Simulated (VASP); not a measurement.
VASP input:

### INCAR
```
SYSTEM = MgB2
PREC = Accurate
ENCUT = 520
EDIFF = 1E-6
NELM = 60
ALGO = VeryFast
LREAL = .FALSE.
LASPH = .TRUE.
ISMEAR = 1
SIGMA = 0.1
GGA = PE
LWAVE = .FALSE.
LCHARG = .FALSE.
ISIF = 2
NELMDL = -1
```

**KPOINTS**
```
Automatic mesh
0
Gamma
8 8 7
0 0 0
```

### POSCAR
```
MgB2
1
    1.5759000000    -2.7295380000     0.0000000000
    1.5759000000     2.7295380000     0.0000000000
    0.0000000000     0.0000000000     3.5904000000
Mg B
1 2
Direct
  0.0000000000   0.0000000000   0.0000000000
  0.3333330000   0.6666670000   0.5000000000
  0.6666670000   0.3333330000   0.5000000000
```

POTCAR, in this order: Mg B (PBE.64 set). Program: vasp_std.

The resulting files:

standard output:
```
...
RMM:  21     0.192864837916E+03   -0.16260E-01   -0.19789E-01  1252   0.191E+01    0.258E+00
RMM:  22     0.192850095275E+03   -0.14743E-01   -0.20828E-01  1252   0.184E+01    0.257E+00
RMM:  23     0.192836291234E+03   -0.13804E-01   -0.17536E-01  1252   0.178E+01    0.253E+00
RMM:  24     0.192818772462E+03   -0.17519E-01   -0.14988E-01  1257   0.172E+01    0.252E+00
RMM:  25     0.192806329339E+03   -0.12443E-01   -0.18094E-01  1251   0.167E+01    0.251E+00
RMM:  26     0.192782248792E+03   -0.24081E-01   -0.25081E-01  1252   0.162E+01    0.253E+00
RMM:  27     0.192749650330E+03   -0.32598E-01   -0.30185E-01  1252   0.158E+01    0.258E+00
RMM:  28     0.192725438099E+03   -0.24212E-01   -0.25828E-01  1255   0.154E+01    0.259E+00
RMM:  29     0.192697565300E+03   -0.27873E-01   -0.28202E-01  1255   0.150E+01    0.261E+00
RMM:  30     0.192669275017E+03   -0.28290E-01   -0.27557E-01  1260   0.146E+01    0.264E+00
RMM:  31     0.192648393743E+03   -0.20881E-01   -0.29981E-01  1245   0.143E+01    0.253E+00
RMM:  32     0.192624816278E+03   -0.23577E-01   -0.30420E-01  1246   0.139E+01    0.235E+00
RMM:  33     0.192589113895E+03   -0.35702E-01   -0.35985E-01  1252   0.136E+01    0.220E+00
RMM:  34     0.192545330205E+03   -0.43784E-01   -0.43431E-01  1254   0.133E+01    0.221E+00
RMM:  35     0.192486628592E+03   -0.58702E-01   -0.58094E-01  1255   0.130E+01    0.224E+00
RMM:  36     0.192421768546E+03   -0.64860E-01   -0.62658E-01  1251   0.127E+01    0.224E+00
RMM:  37     0.192362990678E+03   -0.58778E-01   -0.57849E-01  1257   0.124E+01    0.227E+00
RMM:  38     0.192320796908E+03   -0.42194E-01   -0.41290E-01  1244   0.122E+01    0.224E+00
RMM:  39     0.192273177192E+03   -0.47620E-01   -0.46647E-01  1248   0.119E+01    0.224E+00
RMM:  40     0.192224255320E+03   -0.48922E-01   -0.47903E-01  1248   0.117E+01    0.225E+00
RMM:  41     0.192170539348E+03   -0.53716E-01   -0.52101E-01  1251   0.115E+01    0.220E+00
RMM:  42     0.192122092876E+03   -0.48446E-01   -0.48259E-01  1246   0.113E+01    0.219E+00
RMM:  43     0.192071702891E+03   -0.50390E-01   -0.45948E-01  1244   0.111E+01    0.221E+00
RMM:  44     0.192025665968E+03   -0.46037E-01   -0.38304E-01  1238   0.109E+01    0.224E+00
RMM:  45     0.191990514276E+03   -0.35152E-01   -0.29933E-01  1247   0.107E+01    0.232E+00
RMM:  46     0.191967855376E+03   -0.22659E-01   -0.22272E-01  1252   0.105E+01    0.236E+00
RMM:  47     0.191946902135E+03   -0.20953E-01   -0.21512E-01  1258   0.103E+01    0.247E+00
RMM:  48     0.191933590339E+03   -0.13312E-01   -0.18309E-01  1244   0.102E+01    0.238E+00
RMM:  49     0.191918595038E+03   -0.14995E-01   -0.17274E-01  1246   0.100E+01    0.235E+00
RMM:  50     0.191900163079E+03   -0.18432E-01   -0.15709E-01  1250   0.986E+00    0.237E+00
RMM:  51     0.191887007508E+03   -0.13156E-01   -0.14389E-01  1253   0.972E+00    0.236E+00
RMM:  52     0.191854616340E+03   -0.32391E-01   -0.12841E-01  1228   0.992E+00    0.206E+00
RMM:  53     0.191830216892E+03   -0.24399E-01   -0.10816E-01  1238   0.962E+00    0.220E+00
RMM:  54     0.191816996679E+03   -0.13220E-01   -0.12965E-01  1252   0.938E+00    0.221E+00
RMM:  55     0.191822591200E+03    0.55945E-02   -0.65319E-02  1230   0.925E+00    0.209E+00
RMM:  56     0.191821975560E+03   -0.61564E-03   -0.16497E-01  1228   0.915E+00    0.195E+00
RMM:  57     0.191851556031E+03    0.29580E-01   -0.19698E-01  1230   0.945E+00    0.158E+00
RMM:  58     0.191862322503E+03    0.10766E-01    0.42628E-02  1240   0.902E+00    0.149E+00
RMM:  59     0.191852639725E+03   -0.96828E-02   -0.11921E-01  1244   0.879E+00    0.147E+00
RMM:  60     0.191842741711E+03   -0.98980E-02   -0.15434E-01  1228   0.887E+00

 -----------------------------------------------------------------------------
|                                                                             |
|           W    W    AA    RRRRR   N    N  II  N    N   GGGG   !!!           |
|           W    W   A  A   R    R  NN   N  II  NN   N  G    G  !!!           |
|           W    W  A    A  R    R  N N  N  II  N N  N  G       !!!           |
|           W WW W  AAAAAA  RRRRR   N  N N  II  N  N N  G  GGG   !            |
|           WW  WW  A    A  R   R   N   NN  II  N   NN  G    G                |
|           W    W  A    A  R    R  N    N  II  N    N   GGGG   !!!           |
|                                                                             |
|     The electronic self-consistency was not achieved in the given           |
|     number of steps (NELM). The forces and other quantities evaluated       |
|     might not be reliable so examine the results carefully. If you find     |
|     spurious results, we suggest increasing NELM, if you were close to      |
|     convergence or switching to a different ALGO or adjusting the           |
|     density mixing parameters otherwise.                                    |
|                                                                             |
 -----------------------------------------------------------------------------

   1 F= 0.19184274E+03 E0= 0.19184307E+03  d E =-.998719E-03
```

**OUTCAR**
```
------------------------ aborting loop EDIFF was not reached (unconverged)  ----------------------------
  FORCE on cell =-STRESS in cart. coord.  units (eV):
  Direction    XX          YY          ZZ          XY          YZ          ZX
  --------------------------------------------------------------------------------------
  Total      129.8033748    129.8032922    124.3443425      0.0000000      0.0000000      0.0000000
  in kB     6732.9584596   6732.9541791   6449.7960432      0.0000000      0.0000000      0.0000000
  external PRESSURE =    6638.5695607 kB  Pullay stress =       0.0000000 kB
  volume of cell :       30.89
      direct lattice vectors                 reciprocal lattice vectors
     1.575900000 -2.729538000  0.000000000     0.317279015 -0.183181183  0.000000000
     1.575900000  2.729538000  0.000000000     0.317279015  0.183181183  0.000000000
     0.000000000  0.000000000  3.590400000     0.000000000  0.000000000  0.278520499
 POSITION                                       TOTAL-FORCE (eV/Angst)
 -----------------------------------------------------------------------------------
      0.00000      0.00000      0.00000         0.000000     -0.000000      0.000000
      1.57590      0.90985      1.79520        -0.000000     -0.000000      0.000000
      1.57590     -0.90985      1.79520         0.000000      0.000000     -0.000000
 -----------------------------------------------------------------------------------
    total drift:                               -0.000000     -0.000000      0.000000
  FREE ENERGIE OF THE ION-ELECTRON SYSTEM (eV)
  ---------------------------------------------------
  free  energy   TOTEN  =       191.8427417109 eV

  energy  without entropy=      191.8437404300  energy(sigma->0) =      191.84307462
```
(Selected blocks of OUTCAR.)

Problem. Read the log: what went wrong, and how is it fixed?

Solution. The cause: ALGO = VeryFast starts from random orbitals with almost no delay (NELMDL = -1). Convergence was not reached. Against the sound run, the energy per atom (σ→0) rises by 69.032 eV/atom; the pressure rises by 673.24 GPa. To mend it, set ALGO = Normal, remove NELMDL.

The mended run (PBE GGA, plane waves, VASP's PBE PAW potentials (set 64)) converges, and its OSZICAR ends with
```
   1 F= -.15252982E+02 E0= -.15252866E+02  d E =-.347025E-03
```

The compound is MgB2 in the AlB2 type structure. The cell was not relaxed at this level.
